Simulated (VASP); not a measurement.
An input for Quantum ESPRESSO's pw.x (written as the equivalent of a VASP run, and not itself run):

```
&CONTROL
  calculation = 'scf'
  pseudo_dir = './pseudo'
  outdir = './out'
  tprnfor = .true.
  tstress = .true.
/
&SYSTEM
  ibrav = 0
  nat = 2
  ntyp = 2
  ecutwfc = 84
  occupations = 'tetrahedra'
  input_dft = 'vdw-df2-b86r'
/
&ELECTRONS
  conv_thr = 7.3e-09
  electron_maxstep = 100
/
ATOMIC_SPECIES
  B 10.810 B.upf
  N 14.007 N.upf
CELL_PARAMETERS angstrom
    -0.0000000    1.8091894    1.8091894
     1.8091894    0.0000000    1.8091894
     1.8091894    1.8091894    0.0000000
ATOMIC_POSITIONS crystal
  B    0.0000000  0.0000000  0.0000000
  N    0.2500000  0.2500000  0.2500000
K_POINTS automatic
  14 14 14 0 0 0
```

Q: Write the VASP files for the same calculation (rev-vdW-DF2).

A: Several could match; the one computed here: 
INCAR:
```
# general
SYSTEM    =  BN
PREC      =  Accurate
ENCUT     =  520
LREAL     =  .FALSE.
LASPH     =  .TRUE.

# electronic loop
EDIFF     =  1E-7
NELM      =  100
ALGO      =  Normal

# smearing
ISMEAR    =  -5

# functional
GGA       =  MK
LUSE_VDW  =  .TRUE.
AGGAC     =  0.0
PARAM1    =  0.1234568
PARAM2    =  0.7114
ZAB_VDW   =  -1.8867

# ions
ISIF      =  2

# output
LWAVE     =  .FALSE.
LCHARG    =  .TRUE.
LORBIT    =  11
NEDOS     =  601
```

File POSCAR:
```
BN
1
   -0.0000000000     1.8091893654     1.8091893654
    1.8091893654     0.0000000000     1.8091893654
    1.8091893654     1.8091893654     0.0000000000
B N
1 1
Direct
  0.0000000000   0.0000000000   0.0000000000
  0.2500000000   0.2500000000   0.2500000000
```

File KPOINTS:
```
Automatic mesh
0
Gamma
14 14 14
0 0 0
```

POTCAR, in this order: B N (PBE.64 set). Program: vasp_std.

What does not carry over: the potentials are each code's own (VASP's PAW set, PseudoDojo norm-conserving files in pw.x), so ENCUT and ecutwfc are chosen apart and not converted; conv_thr bounds pw.x's estimated SCF error, while EDIFF bounds the energy change between steps.

The compound is BN in the zinc blende structure. It was relaxed first.
